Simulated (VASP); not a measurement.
Output of a VASP run:

**OSZICAR**
```
       N       E                     dE             d eps       ncg     rms          rms(c)
DAV:   1     0.247787630054E+03    0.24779E+03   -0.19105E+04  1248   0.134E+03
DAV:   2    -0.104482561192E+03   -0.35227E+03   -0.34828E+03  1380   0.370E+02
DAV:   3    -0.130993886225E+03   -0.26511E+02   -0.26005E+02  2088   0.687E+01
DAV:   4    -0.132940711443E+03   -0.19468E+01   -0.19235E+01  1784   0.167E+01
DAV:   5    -0.133031333968E+03   -0.90623E-01   -0.89041E-01  1862   0.320E+00    0.610E+00
DAV:   6    -0.123696066481E+03    0.93353E+01   -0.65215E+00  1724   0.120E+01    0.555E+00
DAV:   7    -0.120747969702E+03    0.29481E+01   -0.46362E-01  1454   0.540E+00    0.370E+00
DAV:   8    -0.121800435051E+03   -0.10525E+01   -0.21894E-01  1444   0.413E+00    0.824E-01
DAV:   9    -0.118010127847E+03    0.37903E+01   -0.44349E-01  1528   0.603E+00    0.396E-01
DAV:  10    -0.117927980094E+03    0.82148E-01   -0.34017E-01  1434   0.424E+00    0.784E-01
DAV:  11    -0.117943072928E+03   -0.15093E-01   -0.40846E-02  1822   0.123E+00    0.790E-01
DAV:  12    -0.117859486990E+03    0.83586E-01   -0.18231E-02  1352   0.139E+00    0.481E-01
DAV:  13    -0.117672331550E+03    0.18716E+00   -0.60428E-02  1394   0.211E+00    0.263E-01
DAV:  14    -0.117631205623E+03    0.41126E-01   -0.82069E-02  1294   0.244E+00    0.253E-01
DAV:  15    -0.117624462506E+03    0.67431E-02   -0.27462E-02  1320   0.121E+00    0.257E-01
DAV:  16    -0.117625692353E+03   -0.12298E-02   -0.26834E-03  1836   0.197E-01    0.300E-01
DAV:  17    -0.117627072467E+03   -0.13801E-02   -0.51711E-05  1518   0.489E-02    0.308E-01
DAV:  18    -0.117635362680E+03   -0.82902E-02   -0.76186E-03  1296   0.654E-01    0.189E-01
DAV:  19    -0.117647070719E+03   -0.11708E-01   -0.17121E-02  1288   0.901E-01    0.241E-01
DAV:  20    -0.117645796994E+03    0.12737E-02   -0.23519E-03  1578   0.273E-01    0.292E-01
DAV:  21    -0.117645745604E+03    0.51390E-04   -0.11770E-04  1722   0.659E-02    0.267E-01
DAV:  22    -0.117645889717E+03   -0.14411E-03   -0.11729E-04  1404   0.882E-02    0.193E-01
DAV:  23    -0.117644961665E+03    0.92805E-03   -0.67778E-04  1668   0.163E-01    0.106E-01
DAV:  24    -0.117647118005E+03   -0.21563E-02   -0.13234E-03  1288   0.277E-01    0.704E-02
DAV:  25    -0.117645949379E+03    0.11686E-02   -0.57610E-04  1292   0.171E-01    0.437E-02
DAV:  26    -0.117645685147E+03    0.26423E-03   -0.10644E-04  1776   0.628E-02    0.470E-02
DAV:  27    -0.117646142337E+03   -0.45719E-03   -0.38872E-05  1320   0.438E-02    0.580E-02
DAV:  28    -0.117648394333E+03   -0.22520E-02   -0.26303E-03  1288   0.399E-01    0.925E-02
DAV:  29    -0.117648385817E+03    0.85161E-05   -0.11203E-04  1824   0.453E-02    0.662E-02
DAV:  30    -0.117648369325E+03    0.16493E-04   -0.18010E-04  1296   0.771E-02    0.365E-02
DAV:  31    -0.117648584907E+03   -0.21558E-03   -0.42640E-04  1288   0.150E-01    0.449E-02
DAV:  32    -0.117648623659E+03   -0.38751E-04   -0.55818E-05  1406   0.679E-02    0.216E-02
DAV:  33    -0.117648609538E+03    0.14121E-04   -0.11152E-05  1392   0.275E-02    0.140E-02
DAV:  34    -0.117648612193E+03   -0.26554E-05   -0.40699E-05  1292   0.431E-02    0.440E-03
DAV:  35    -0.117648607016E+03    0.51774E-05   -0.23813E-06   954   0.107E-02    0.500E-03
DAV:  36    -0.117648615937E+03   -0.89213E-05   -0.62435E-07   718   0.804E-03    0.548E-03
DAV:  37    -0.117648613008E+03    0.29285E-05   -0.26353E-06   910   0.114E-02    0.162E-03
DAV:  38    -0.117648612554E+03    0.45430E-06   -0.32798E-07   696   0.523E-03
   1 F= -.11764861E+03 E0= -.11764774E+03  d E =-.117649E+03
```

File OUTCAR:
```
------------------------ aborting loop because EDIFF is reached ----------------------------------------
  FORCE on cell =-STRESS in cart. coord.  units (eV):
  Direction    XX          YY          ZZ          XY          YZ          ZX
  --------------------------------------------------------------------------------------
  Total       -0.0456974     -0.0456974     -0.0430535     -0.0000000     -0.0000000      0.0000000
  in kB       -0.5147892     -0.5147889     -0.4850048     -0.0000000     -0.0000000      0.0000000
  external PRESSURE =      -0.5048610 kB  Pullay stress =       0.0000000 kB
  volume of cell :      142.22
      direct lattice vectors                 reciprocal lattice vectors
     3.716692975  0.000000000  0.000000000     0.269056391  0.155339819  0.000000000
    -1.858346488  3.218749725  0.000000000     0.000000000  0.310679638  0.000000000
     0.000000000  0.000000000 11.888547396     0.000000000  0.000000000  0.084114566
 POSITION                                       TOTAL-FORCE (eV/Angst)
 -----------------------------------------------------------------------------------
      0.00000      0.00000      0.00000         0.000000     -0.000000      0.000000
      0.00000      0.00000      5.94427         0.000000     -0.000000      0.000000
     -0.00000      2.14583      2.97214         0.000000      0.000000     -0.000000
      1.85835      1.07292      8.91641        -0.000000     -0.000000     -0.000000
 -----------------------------------------------------------------------------------
    total drift:                                0.000000     -0.000000      0.000000
  FREE ENERGIE OF THE ION-ELECTRON SYSTEM (eV)
  ---------------------------------------------------
  free  energy   TOTEN  =      -117.6486125541 eV

  energy  without entropy=     -117.6460026422  energy(sigma->0) =     -117.64774258

 reached required accuracy - stopping structural energy minimisation
```
(Selected blocks of OUTCAR.)

**POSCAR**
```
Nd
1
    3.7166929752     0.0000000000    -0.0000000000
   -1.8583464876     3.2187497252     0.0000000000
   -0.0000000000    -0.0000000000    11.8885473960
Nd
4
Direct
  0.0000000000   0.0000000000   0.0000000000
  0.0000000000   0.0000000000   0.5000000000
  0.3333330000   0.6666670000   0.2500000000
  0.6666670000   0.3333330000   0.7500000000
```

Q: Write an INCAR and KPOINTS that could have produced this output.

A: One answer among several that fit: the input of the run itself, r2SCAN meta-GGA, plane waves, VASP's PBE PAW potentials (set 64).

### INCAR
```
ALGO  =  Normal
EDIFF  =  1E-6
EDIFFG  =  -0.02
ENCUT  =  400
IBRION  =  2
ISIF  =  3
ISMEAR  =  1
LASPH  =  .TRUE.
LCHARG  =  .FALSE.
LMAXMIX  =  6
LMIXTAU  =  .TRUE.
LREAL  =  .FALSE.
LWAVE  =  .FALSE.
METAGGA  =  R2SCAN
NELM  =  100
NSW  =  60
PREC  =  Accurate
SIGMA  =  0.1
SYSTEM  =  Nd
```

File KPOINTS:
```
Automatic mesh
0
Gamma
9 9 3
0 0 0
```

POTCAR, in this order: Nd_3 (PBE.64 set). Program: vasp_std.

The 4f electrons are frozen in the core of the lanthanide potential, so 4f levels, which can set the real gap, and their magnetism are missing.

The structure was generated: Nd was put into the dhcp type (P6_3/mmc), which need not be its known phase. It was relaxed first. The start is the result of an earlier pass.
